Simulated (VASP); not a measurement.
Given:

```xyz
1
Lattice="0.0000 2.0250 2.0250 2.0250 0.0000 2.0250 2.0250 2.0250 0.0000" Properties=species:S:1:pos:R:3 pbc="T T T"
Al     0.0000     0.0000     0.0000
```

Method: PBE GGA with D4 dispersion, VASP's PBE PAW potentials (set 64) (plane waves; VASP). Settings: 520 eV cut-off, 14×14×14 Γ-centred mesh, first-order Methfessel-Paxton smearing of 0.10 eV, potentials Al.

Energy and stress use the plane-wave basis of the starting cell.

**Question.** The ions, cell shape and volume are relaxed. What does this cell relax into?

**Answer.** 
```xyz
1
Lattice="0.0000 1.9906 1.9906 1.9906 0.0000 1.9906 1.9906 1.9906 0.0000" Properties=species:S:1:pos:R:3 pbc="T T T"
Al     0.0000     0.0000     0.0000
```
Space group Fm-3m (225), at a tolerance of 0.03 Å.

**Question.** How do energy and volume change from the first to the last step?

**Answer.** The energy (σ→0) changes by -10.7 meV/atom and the volume by -5.0 %, in 3 ionic steps.

The compound is Al in the fcc structure. This run relaxes it. Symmetry was kept, so distortions that lower it aren't found.
